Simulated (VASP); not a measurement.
# YSb under strain, part 2 of 4

Aim: follow the pressure of YSb through compression, expansion and shear. All runs use LDA. Left out of this account: at least 1 further run (fields: a reference on another mesh). The start is a cell from a database of measured crystal structures.

VASP 6.6.1; LDA; plane waves and PAW (Y_sv, Sb).

Still holding for the runs below: Spin-orbit coupling is off here; it can split and shift levels that hold much weight on Y and Sb by tenths of an eV or more.

So far, pressure (GPa): step 2 (bands, cell as listed) -3.12.

## 3. Bands, volume times 1.04

The cell is expanded evenly, with fractional positions held.

Input file INCAR:

```
SYSTEM = YSb
PREC = Accurate
ENCUT = 400
EDIFF = 1E-06
NELM = 100
ISMEAR = -1
SIGMA = 0.05
LREAL = .FALSE.
ALGO = Normal
GGA = CA
NBANDS = 20
LASPH = .TRUE.
LORBIT = 11
LWAVE = .FALSE.
LCHARG = .FALSE.
KPAR = 2
```

Input file POSCAR:

```
YSb
1.0
    0.0000000000      3.1228105724      3.1228105724
    3.1228105724      0.0000000000      3.1228105724
    3.1228105724      3.1228105724      0.0000000000
Y Sb
1 1
Direct
    0.5000000000      0.5000000000      0.5000000000
    0.0000000000      0.0000000000      0.0000000000
```

Input file KPOINTS:

```
Automatic mesh
0
Gamma
11 11 11
0 0 0
```

Input file KPOINTS_OPT:

```
Line mode
16
Line-mode
Reciprocal
  0.00000000   0.00000000   0.00000000 GAMMA
  0.50000000   0.00000000   0.50000000 X

  0.50000000   0.00000000   0.50000000 X
  0.50000000   0.25000000   0.75000000 W

  0.50000000   0.25000000   0.75000000 W
  0.37500000   0.37500000   0.75000000 K

  0.37500000   0.37500000   0.75000000 K
  0.00000000   0.00000000   0.00000000 GAMMA

  0.00000000   0.00000000   0.00000000 GAMMA
  0.50000000   0.50000000   0.50000000 L

  0.50000000   0.50000000   0.50000000 L
  0.62500000   0.25000000   0.62500000 U

  0.62500000   0.25000000   0.62500000 U
  0.50000000   0.25000000   0.75000000 W

  0.50000000   0.25000000   0.75000000 W
  0.50000000   0.50000000   0.50000000 L

  0.50000000   0.50000000   0.50000000 L
  0.37500000   0.37500000   0.75000000 K

  0.62500000   0.25000000   0.62500000 U
  0.50000000   0.00000000   0.50000000 X
```

The projector-augmented-wave data sets are Y_sv and Sb (LDA family, release 64).

Launch:

```
> mpirun -np 2 vasp_std
```

The program printed:

```text
[... set-up lines as in an earlier step ...]
 entering main loop
       N       E                     dE             d eps       ncg     rms          rms(c)
DAV:   1     0.495537137105E+02    0.49554E+02   -0.54716E+03  2256   0.562E+02
DAV:   2    -0.111664942154E+02   -0.60720E+02   -0.57888E+02  2944   0.155E+02
DAV:   3    -0.149233671773E+02   -0.37569E+01   -0.36933E+01  3300   0.268E+01
DAV:   4    -0.150597163706E+02   -0.13635E+00   -0.13604E+00  2976   0.461E+00
DAV:   5    -0.150619053177E+02   -0.21889E-02   -0.21888E-02  2772   0.522E-01    0.239E+01
DAV:   6    -0.142327171804E+02    0.82919E+00   -0.41572E-01  2364   0.418E+00    0.175E+01
DAV:   7    -0.141699332098E+02    0.62784E-01   -0.26899E-01  2832   0.313E+00    0.451E+00
DAV:   8    -0.141467647683E+02    0.23168E-01   -0.86188E-02  2328   0.179E+00    0.579E-01
DAV:   9    -0.141437095555E+02    0.30552E-02   -0.67094E-03  2416   0.545E-01    0.351E-01
DAV:  10    -0.141437481528E+02   -0.38597E-04   -0.50306E-04  2748   0.143E-01    0.334E-01
DAV:  11    -0.141437266153E+02    0.21538E-04   -0.11044E-04  2456   0.688E-02    0.241E-02
DAV:  12    -0.141437259797E+02    0.63560E-06   -0.89653E-06  2544   0.174E-02
   1 F= -.14143726E+02 E0= -.14142242E+02  d E =-.296756E-02
 Start KPOINTS_OPT (optional k-point list driver)
k-point batch [1-56\160]
       N       E                     dE             ncg
DAV:   1    -0.619154827318E+04   -0.28414E+05     2272
DAV:   2    -0.953723439591E+04   -0.33457E+04     2940
DAV:   3    -0.975639702539E+04   -0.21916E+03     3472
DAV:   4    -0.976256569643E+04   -0.61687E+01     2748
DAV:   5    -0.976267684917E+04   -0.11115E+00     2804
DAV:   6    -0.976268079932E+04   -0.39501E-02     2964
DAV:   7    -0.976268085687E+04   -0.57548E-04     2828
DAV:   8    -0.976268085933E+04   -0.24614E-05     2032
DAV:   9    -0.976268085944E+04   -0.10413E-06     1520
[...]
k-point batch [113-160\160]
       N       E                     dE             ncg
DAV:   1    -0.158252063683E+04   -0.27002E+05     1960
DAV:   2    -0.448619145838E+04   -0.29037E+04     2556
DAV:   3    -0.467682892607E+04   -0.19064E+03     2912
DAV:   4    -0.468330460533E+04   -0.64757E+01     2424
DAV:   5    -0.468344064832E+04   -0.13604E+00     2336
DAV:   6    -0.468344457530E+04   -0.39270E-02     2592
DAV:   7    -0.468344463502E+04   -0.59725E-04     2424
DAV:   8    -0.468344463653E+04   -0.15049E-05     1732
DAV:   9    -0.468344463663E+04   -0.10591E-06     1464
```

Run time: 2.3 min. Hardware: 2 MPI ranks of AMD EPYC 7R43, shared host; peak memory 0.35 GiB.

Parts of OUTCAR (step 3):

```text
  LATTYP: Found a face centered cubic cell.
 ALAT       =     6.2456211448

The static configuration has the point symmetry O_h .

 Found     56 irreducible k-points:

   dimension x,y,z NGX =    30 NGY =   30 NGZ =   30
   dimension x,y,z NGXF=    60 NGYF=   60 NGZF=   60

   ENCUT  =  400.0 eV  29.40 Ry    5.42 a.u.   7.20  7.20  7.20*2*pi/ulx,y,z

   NELECT =      16.0000    total number of electrons

 E-fermi :   4.8190

 k-point     1 :       0.0000    0.0000    0.0000
  band No.  band energies     occupation
      1     -37.9884      2.00000
      2     -18.0634      2.00000
      3     -18.0634      2.00000
      4     -18.0634      2.00000
      5      -5.0019      2.00000
      6       5.4582      0.00001
      7       5.4582      0.00001
      8       5.4582      0.00001
      9       5.8054      0.00000
     10       5.8054      0.00000
    ...

 k-point     2 :       0.0909    0.0000    0.0000
  band No.  band energies     occupation
    ...
      2     -18.0707      2.00000
      3     -18.0637      2.00000
      4     -18.0637      2.00000
      5      -4.9194      2.00000
      6       4.5568      1.98950
      7       4.8800      0.45590
      8       4.8800      0.45590
      9       5.9652      0.00000
     10       5.9652      0.00000
     11       6.1684      0.00000
    ...

  Total       -1.9597044     -1.9597044     -1.9597044      0.0000000      0.0000000     -0.0000000
  in kB      -51.5506594    -51.5506594    -51.5506594      0.0000000      0.0000000     -0.0000000
  external PRESSURE =     -51.5506594 kB  Pullay stress =       0.0000000 kB

  energy-cutoff  :      400.00
  volume of cell :       60.91
      direct lattice vectors                 reciprocal lattice vectors
     0.000000000  3.122810572  3.122810572    -0.160112177  0.160112177  0.160112177
     3.122810572  0.000000000  3.122810572     0.160112177 -0.160112177  0.160112177
     3.122810572  3.122810572  0.000000000     0.160112177  0.160112177 -0.160112177

 POSITION                                       TOTAL-FORCE (eV/Angst)
 -----------------------------------------------------------------------------------
      3.12281      3.12281      3.12281        -0.000000     -0.000000      0.000000
      0.00000      0.00000      0.00000         0.000000      0.000000     -0.000000
 -----------------------------------------------------------------------------------
    total drift:                                0.000000     -0.000000      0.000000

  FREE ENERGIE OF THE ION-ELECTRON SYSTEM (eV)
  ---------------------------------------------------
  free  energy   TOTEN  =       -14.1437259797 eV

  energy  without entropy=      -14.1407584244  energy(sigma->0) =      -14.14224220

 total charge
# of ion       s       p       d       f       tot
--------------------------------------------------
    1        2.171   6.282   0.924   0.024   9.401
    2        1.124   1.439   0.013   0.000   2.575
--------------------------------------------------
tot          3.295   7.721   0.936   0.024  11.976

[... 3 parts as in an earlier step ...]

[... 6 further parts left out ...]
```

Numbers from this step:

```
free energy (TOTEN)     : -14.14 eV
energy at zero smearing : -14.14 eV
Fermi energy            : 4.819 eV
pressure                : -5.155 GPa
```

Electronic bands along the path, in eV, zero at the Fermi level; # counts the bands kept in this run, so #1 is VASP's band 5:

| point | #1 | #2 | #3 | #4 | #5 | #6 | #7 | #8 |
| --- | --- | --- | --- | --- | --- | --- | --- | --- |
| Γ | -9.82 | 0.64 | 0.64 | 0.64 | 0.99 | 0.99 | 0.99 | 1.58 |
| 0.47 of the way | -9.23 | -2.44 | -0.55 | -0.55 | 0.21 | 1.90 | 2.95 | 2.95 |
| X | -8.72 | -2.86 | -0.78 | -0.78 | -0.47 | 2.37 | 2.61 | 3.30 |
| 0.47 of the way | -8.63 | -2.77 | -1.64 | -1.57 | 0.67 | 2.50 | 3.11 | 3.31 |
| W | -8.52 | -2.39 | -2.39 | -2.26 | 2.17 | 2.17 | 2.55 | 3.31 |
| 0.47 of the way | -8.54 | -2.58 | -2.56 | -1.76 | 1.44 | 2.68 | 2.84 | 3.31 |
| K | -8.55 | -2.66 | -2.65 | -1.36 | 0.94 | 2.91 | 3.26 | 3.32 |
| 0.53 of the way | -9.12 | -2.57 | -1.32 | -1.27 | 1.53 | 2.22 | 2.51 | 2.61 |
| Γ | -9.82 | 0.64 | 0.64 | 0.64 | 0.99 | 0.99 | 0.99 | 1.58 |
| 0.47 of the way | -9.31 | -2.15 | -0.98 | -0.98 | 1.62 | 1.62 | 1.64 | 3.92 |
| L | -8.45 | -4.16 | -1.79 | -1.79 | 2.69 | 2.69 | 2.90 | 3.27 |
| 0.53 of the way | -8.48 | -3.67 | -2.12 | -1.65 | 1.92 | 2.69 | 2.76 | 4.18 |
| U | -8.55 | -2.66 | -2.65 | -1.36 | 0.94 | 2.91 | 3.26 | 3.32 |
| 0.47 of the way | -8.54 | -2.59 | -2.58 | -1.68 | 1.34 | 2.73 | 2.91 | 3.32 |
| W | -8.52 | -2.39 | -2.39 | -2.26 | 2.17 | 2.17 | 2.55 | 3.31 |
| 0.53 of the way | -8.48 | -3.66 | -2.09 | -1.70 | 2.22 | 2.24 | 2.92 | 4.21 |
| L | -8.45 | -4.16 | -1.79 | -1.79 | 2.69 | 2.69 | 2.90 | 3.27 |
| 0.53 of the way | -8.48 | -3.67 | -2.12 | -1.65 | 1.92 | 2.69 | 2.76 | 4.18 |
| K | -8.55 | -2.66 | -2.65 | -1.36 | 0.94 | 2.91 | 3.26 | 3.32 |
| jump to U | -8.55 | -2.66 | -2.65 | -1.36 | 0.94 | 2.91 | 3.26 | 3.32 |
| 0.53 of the way | -8.67 | -2.82 | -1.60 | -0.97 | 0.14 | 2.72 | 2.94 | 3.21 |
| X | -8.72 | -2.86 | -0.78 | -0.78 | -0.47 | 2.37 | 2.61 | 3.30 |

Of the projections kept (Y, Sb), the largest for each band there, as a share of the weight inside these atoms' spheres; weight between the spheres isn't counted:

| point | #1 | #2 | #3 | #4 | #5 | #6 | #7 | #8 |
| --- | --- | --- | --- | --- | --- | --- | --- | --- |
| Γ | Sb 0.89 | Sb 0.80 | Sb 0.80 | Sb 0.80 | Y 0.96 | Y 0.96 | Y 0.96 | Y 0.94 |
| X | Sb 0.89 | Sb 0.53 | Sb 0.65 | Sb 0.65 | Y 0.94 | Y 0.95 | Y 0.87 | Y 1.00 |
| W | Sb 0.90 | Y 0.50 | Y 0.50 | Sb 0.53 | Y 0.86 | Y 0.86 | Y 0.93 | Y 1.00 |
| K | Sb 0.90 | Sb 0.51 | Sb 0.52 | Sb 0.53 | Y 0.87 | Y 1.00 | Y 0.90 | Y 0.95 |
| Γ | Sb 0.89 | Sb 0.80 | Sb 0.80 | Sb 0.80 | Y 0.96 | Y 0.96 | Y 0.96 | Y 0.94 |
| L | Sb 0.90 | Sb 0.52 | Y 0.53 | Y 0.53 | Y 0.99 | Y 0.99 | Y 0.96 | Y 0.63 |

 The pressure is -5.16 GPa.

For the pressure, step 2 gave -3.12 GPa; this run, with cell volume +4.0 %, gives -5.16 GPa.

## 4. Bands, volume times 1.08

The cell is expanded evenly, with fractional positions held.

INCAR is that of step 3.

Input file POSCAR:

```
YSb
1.0
    0.0000000000      3.1623440170      3.1623440170
    3.1623440170      0.0000000000      3.1623440170
    3.1623440170      3.1623440170      0.0000000000
Y Sb
1 1
Direct
    0.5000000000      0.5000000000      0.5000000000
    0.0000000000      0.0000000000      0.0000000000
```

KPOINTS is that of step 3.

KPOINTS_OPT is that of step 3.

Launch:

```
> mpirun -np 2 vasp_std
```

The program printed:

```text
[... set-up lines as in an earlier step ...]
 entering main loop
       N       E                     dE             d eps       ncg     rms          rms(c)
DAV:   1     0.484811864247E+02    0.48481E+02   -0.55661E+03  2248   0.562E+02
DAV:   2    -0.111191698624E+02   -0.59600E+02   -0.56779E+02  2980   0.155E+02
DAV:   3    -0.149266173358E+02   -0.38074E+01   -0.37458E+01  3352   0.263E+01
DAV:   4    -0.150381264506E+02   -0.11151E+00   -0.11126E+00  2948   0.416E+00
DAV:   5    -0.150398153394E+02   -0.16889E-02   -0.16888E-02  2744   0.480E-01    0.224E+01
DAV:   6    -0.141512105474E+02    0.88860E+00   -0.43611E-01  2380   0.425E+00    0.168E+01
DAV:   7    -0.140804049025E+02    0.70806E-01   -0.26658E-01  2832   0.307E+00    0.492E+00
DAV:   8    -0.140605352014E+02    0.19870E-01   -0.86607E-02  2332   0.175E+00    0.595E-01
DAV:   9    -0.140562040127E+02    0.43312E-02   -0.71360E-03  2368   0.580E-01    0.365E-01
DAV:  10    -0.140562280750E+02   -0.24062E-04   -0.61478E-04  2676   0.170E-01    0.355E-01
DAV:  11    -0.140561927118E+02    0.35363E-04   -0.14525E-04  2488   0.777E-02    0.270E-02
DAV:  12    -0.140561911000E+02    0.16118E-05   -0.15510E-05  2544   0.229E-02    0.208E-02
DAV:  13    -0.140561901965E+02    0.90345E-06   -0.15180E-06  2744   0.806E-03
   1 F= -.14056190E+02 E0= -.14054674E+02  d E =-.303164E-02
 Start KPOINTS_OPT (optional k-point list driver)
k-point batch [1-56\160]
       N       E                     dE             ncg
DAV:   1    -0.648975715906E+04   -0.27776E+05     2240
DAV:   2    -0.982247776520E+04   -0.33327E+04     2956
DAV:   3    -0.100510428932E+05   -0.22857E+03     3440
DAV:   4    -0.100574134507E+05   -0.63706E+01     2844
DAV:   5    -0.100575180058E+05   -0.10456E+00     2776
DAV:   6    -0.100575216306E+05   -0.36249E-02     3032
DAV:   7    -0.100575216772E+05   -0.46588E-04     2812
DAV:   8    -0.100575216786E+05   -0.13766E-05     2012
DAV:   9    -0.100575216787E+05   -0.12879E-06     1508
[...]
k-point batch [113-160\160]
       N       E                     dE             ncg
DAV:   1    -0.197121666804E+04   -0.26771E+05     1960
DAV:   2    -0.483446741955E+04   -0.28633E+04     2560
DAV:   3    -0.502609158631E+04   -0.19162E+03     2912
DAV:   4    -0.503175319038E+04   -0.56616E+01     2448
DAV:   5    -0.503187138285E+04   -0.11819E+00     2308
DAV:   6    -0.503187494079E+04   -0.35579E-02     2636
DAV:   7    -0.503187501374E+04   -0.72956E-04     2400
DAV:   8    -0.503187501578E+04   -0.20352E-05     1744
DAV:   9    -0.503187501591E+04   -0.13562E-06     1428
```

Run time: 2.2 min. Hardware: 2 MPI ranks; peak memory 0.34 GiB.

OUTCAR, selected parts (step 4):

```text
  LATTYP: Found a face centered cubic cell.
 ALAT       =     6.3246880340

The static configuration has the point symmetry O_h .

 Found     56 irreducible k-points:

   ENCUT  =  400.0 eV  29.40 Ry    5.42 a.u.   7.29  7.29  7.29*2*pi/ulx,y,z

   NELECT =      16.0000    total number of electrons

 E-fermi :   4.5433

 k-point     1 :       0.0000    0.0000    0.0000
  band No.  band energies     occupation
      1     -38.4163      2.00000
      2     -18.4783      2.00000
      3     -18.4783      2.00000
      4     -18.4783      2.00000
      5      -5.1539      2.00000
      6       5.1103      0.00002
      7       5.1103      0.00002
      8       5.1103      0.00002
      9       5.5141      0.00000
     10       5.5141      0.00000
    ...

 k-point     2 :       0.0909    0.0000    0.0000
  band No.  band energies     occupation
    ...
      4     -18.4787      2.00000
      5      -5.0768      2.00000
      6       4.2468      1.99469
      7       4.5719      0.72178
      8       4.5719      0.72178
      9       5.6627      0.00000
     10       5.6627      0.00000
     11       5.8368      0.00000
     12       6.6576      0.00000
     13       6.6576      0.00000
    ...

  Total       -2.6846515     -2.6846515     -2.6846515      0.0000000     -0.0000000      0.0000000
  in kB      -68.0050507    -68.0050507    -68.0050507      0.0000000     -0.0000000      0.0000000
  external PRESSURE =     -68.0050507 kB  Pullay stress =       0.0000000 kB

  energy-cutoff  :      400.00
  volume of cell :       63.25
      direct lattice vectors                 reciprocal lattice vectors
     0.000000000  3.162344017  3.162344017    -0.158110565  0.158110565  0.158110565
     3.162344017  0.000000000  3.162344017     0.158110565 -0.158110565  0.158110565
     3.162344017  3.162344017  0.000000000     0.158110565  0.158110565 -0.158110565

 POSITION                                       TOTAL-FORCE (eV/Angst)
 -----------------------------------------------------------------------------------
      3.16234      3.16234      3.16234        -0.000000     -0.000000     -0.000000
      0.00000      0.00000      0.00000         0.000000      0.000000      0.000000
 -----------------------------------------------------------------------------------
    total drift:                                0.000000     -0.000000      0.000000

  FREE ENERGIE OF THE ION-ELECTRON SYSTEM (eV)
  ---------------------------------------------------
  free  energy   TOTEN  =       -14.0561901965 eV

  energy  without entropy=      -14.0531585516  energy(sigma->0) =      -14.05467437

 total charge
# of ion       s       p       d       f       tot
--------------------------------------------------
    1        2.168   6.259   0.886   0.022   9.336
    2        1.124   1.421   0.011   0.000   2.555
--------------------------------------------------
tot          3.292   7.680   0.897   0.022  11.891

[... 4 parts as in an earlier step ...]

[... 6 further parts left out ...]
```

This step gave:

```yaml
scf_cycles: 13
free_energy_toten: -14.06 eV
energy_at_zero_smearing: -14.05 eV
fermi_energy: 4.543 eV
pressure: -6.801 GPa
```

Electronic bands along the path, in eV, zero at the Fermi level; # counts the bands kept in this run, so #1 is VASP's band 5:

| point | #1 | #2 | #3 | #4 | #5 | #6 | #7 | #8 |
| --- | --- | --- | --- | --- | --- | --- | --- | --- |
| Γ | -9.70 | 0.57 | 0.57 | 0.57 | 0.97 | 0.97 | 0.97 | 1.52 |
| 0.47 of the way | -9.15 | -2.40 | -0.56 | -0.56 | 0.23 | 1.82 | 2.81 | 2.81 |
| X | -8.65 | -2.82 | -0.81 | -0.81 | -0.41 | 2.26 | 2.42 | 3.15 |
| 0.53 of the way | -8.56 | -2.69 | -1.72 | -1.70 | 0.84 | 2.37 | 2.91 | 3.15 |
| W | -8.48 | -2.35 | -2.35 | -2.22 | 2.09 | 2.09 | 2.40 | 3.16 |
| 0.47 of the way | -8.49 | -2.53 | -2.51 | -1.73 | 1.39 | 2.57 | 2.69 | 3.16 |
| K | -8.50 | -2.61 | -2.60 | -1.35 | 0.91 | 2.79 | 3.08 | 3.17 |
| 0.47 of the way | -8.89 | -2.85 | -1.49 | -1.44 | 1.64 | 2.30 | 2.59 | 2.64 |
| Γ | -9.70 | 0.57 | 0.57 | 0.57 | 0.97 | 0.97 | 0.97 | 1.52 |
| 0.47 of the way | -9.22 | -2.13 | -0.96 | -0.96 | 1.56 | 1.57 | 1.57 | 3.74 |
| L | -8.43 | -4.05 | -1.75 | -1.75 | 2.57 | 2.57 | 2.77 | 3.18 |
| 0.53 of the way | -8.45 | -3.58 | -2.07 | -1.61 | 1.85 | 2.58 | 2.63 | 3.98 |
| U | -8.50 | -2.61 | -2.60 | -1.35 | 0.91 | 2.79 | 3.08 | 3.17 |
| 0.47 of the way | -8.49 | -2.54 | -2.53 | -1.66 | 1.29 | 2.62 | 2.75 | 3.16 |
| W | -8.48 | -2.35 | -2.35 | -2.22 | 2.09 | 2.09 | 2.40 | 3.16 |
| 0.47 of the way | -8.45 | -3.44 | -2.10 | -1.67 | 2.03 | 2.12 | 2.82 | 3.97 |
| L | -8.43 | -4.05 | -1.75 | -1.75 | 2.57 | 2.57 | 2.77 | 3.18 |
| 0.47 of the way | -8.44 | -3.69 | -2.00 | -1.64 | 1.98 | 2.57 | 2.61 | 3.99 |
| K | -8.50 | -2.61 | -2.60 | -1.35 | 0.91 | 2.79 | 3.08 | 3.17 |
| jump to U | -8.50 | -2.61 | -2.60 | -1.35 | 0.91 | 2.79 | 3.08 | 3.17 |
| 0.47 of the way | -8.60 | -2.76 | -1.71 | -1.02 | 0.24 | 2.69 | 2.83 | 3.04 |
| X | -8.65 | -2.82 | -0.81 | -0.81 | -0.41 | 2.26 | 2.42 | 3.15 |

Of the projections kept (Y, Sb), the largest for each band there, as a share of the weight inside these atoms' spheres; weight between the spheres isn't counted:

| point | #1 | #2 | #3 | #4 | #5 | #6 | #7 | #8 |
| --- | --- | --- | --- | --- | --- | --- | --- | --- |
| Γ | Sb 0.90 | Sb 0.81 | Sb 0.81 | Sb 0.81 | Y 0.96 | Y 0.96 | Y 0.96 | Y 0.95 |
| X | Sb 0.90 | Sb 0.54 | Sb 0.66 | Sb 0.66 | Y 0.95 | Y 0.95 | Y 0.87 | Y 1.00 |
| W | Sb 0.91 | Sb 0.51 | Sb 0.51 | Sb 0.54 | Y 0.87 | Y 0.87 | Y 0.93 | Y 1.00 |
| K | Sb 0.90 | Sb 0.51 | Sb 0.53 | Sb 0.54 | Y 0.88 | Y 1.00 | Y 0.90 | Y 0.95 |
| Γ | Sb 0.90 | Sb 0.81 | Sb 0.81 | Sb 0.81 | Y 0.96 | Y 0.96 | Y 0.96 | Y 0.95 |
| L | Sb 0.91 | Sb 0.52 | Y 0.53 | Y 0.53 | Y 0.99 | Y 0.99 | Y 0.96 | Y 0.63 |

The electronic bands as a text plot (rows in eV, shown from -8.0 to 6.4 only):

```
    6.1 |              *    *                    *  *   *
    5.5 |    *      *    *** ***      * ****    *      ***
    4.9 |  *  *         *  ***       * *   *****     **   *****
    4.3 | *    *****     **   * *   * *      *       *      *  **
    3.7 |           *****      *   *    *  ************* *****
    3.1 |*   ****************    **  *   **   *******   *    ****
    2.5 | ***   *************** *   *   ************ ********* **
    1.9 |*******     **    ******* *  **    *    *****     *
    1.3 |**         *  * **   ********       ** *           **
    0.7 |***       *    *        **            *              *
    0.1 |******   *             ** *                           *
   -0.5 | * ******             **   **                          *
   -1.1 |  *    ***           **    * *        *             ****
   -1.7 |          **  ******* *     * ******** ** **********  *
   -2.3 |   *        *******  *       *     *** ******     ****
   -2.9 |    ********   ***  *                **   **        ****
   -3.5 |                  **          **   **       *     **
   -4.1 |                                ***          *****
   -4.7 |
   -5.3 |
   -5.9 |
   -6.5 |
   -7.1 |
   -7.7 |
         Γ       X    W  K        Γ      L     U  W     L   K|U X
```

 The pressure is -6.80 GPa.

Of the bands kept, 4 cross the Fermi level on this path.

(Continued in part 3 of 4.)

[Lines on the potential files, build, host, timing and source positions are cut from VASP's logs without a mark.]

[Logs are printed without paths, hosts, clocks, repeated set-up lines and the standing remarks that a program may print on its own settings, such as how far it seeks lower states.]

[Hosts, paths, dates, database ids (printed as entryN), source tags and the programs' standing remarks are cut or masked in the printed files.]

[A measured line is paired with the nearest computed mode of its activity, which favours agreement.]

[In band tables of VASP the shares of atoms and orbitals are scaled to a sum of 1 inside the atoms' spheres.]
